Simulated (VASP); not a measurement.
A run of VASP 6.6.1 is set up as follows.

The input INCAR:

```
SYSTEM = SiH2BrCl
PREC     = Accurate       ! precision mode
ENCUT    = 520            ! plane-wave cutoff, eV
EDIFF    = 1E-6           ! SCF threshold, eV
ISMEAR   = 0              ! smearing method
SIGMA    = 0.01           ! smearing width, eV
LREAL    = .FALSE.        ! projectors in reciprocal space
LASPH    = .TRUE.         ! aspherical terms in the spheres
NELM     = 60             ! most SCF steps
ALGO     = Normal         ! electronic algorithm
ISIF     = 2              ! what is computed and relaxed
LWAVE    = .FALSE.        ! write WAVECAR
LCHARG   = .FALSE.        ! write CHGCAR
GGA      = PE             ! functional
IVDW     = 2              ! dispersion correction
LORBIT   = 11             ! projections on sites
```

The input KPOINTS:

```
Automatic mesh
0
G
  1 1 1
  0 0 0
```

File POSCAR:

```
SiH2BrCl
1.0
   12.0000000000      0.0000000000      0.0000000000
    0.0000000000     12.0000000000      0.0000000000
    0.0000000000      0.0000000000     12.0000000000
Cl Si Br H
1 1 1 2
Direct
    0.4081708300      0.4570166700      0.6258791700
    0.4962458300      0.4952750000      0.4855041700
    0.4010541700      0.6117250000      0.3797875000
    0.5151708300      0.3917750000      0.4218291700
    0.6011125000      0.5501583300      0.5189125000
```

Potentials or basis: VASP PAW PBE potentials, release 64 (Cl, Si, Br, H).

Command:

```console
$ cat potpaw_PBE.64/Cl/POTCAR potpaw_PBE.64/Si/POTCAR potpaw_PBE.64/Br/POTCAR potpaw_PBE.64/H/POTCAR > POTCAR
$ mpirun -np 1 vasp_gam > vasp.out
```

Problem. Estimate the Hirshfeld charges.

Solution. Cl -0.10; Si +0.29; Br -0.08; H -0.06 e.

Problem. Estimate the dispersion energy per atom.

Solution. -0.004 eV.

Problem. Estimate the largest force.

Solution. 0.266 eV/Å.

Problem. What does it give for the gap between the frontier levels?

Solution. 5.96 eV.

Forces in eV/Å, atoms in the order of the input:
```
Cl  -0.119 -0.073  0.225
Si   0.067 -0.022 -0.023
Br  -0.123  0.169 -0.166
H    0.031 -0.140 -0.082
H    0.144  0.067  0.045
```

PBE gaps usually lie below the measured ones, often by a third to a half.
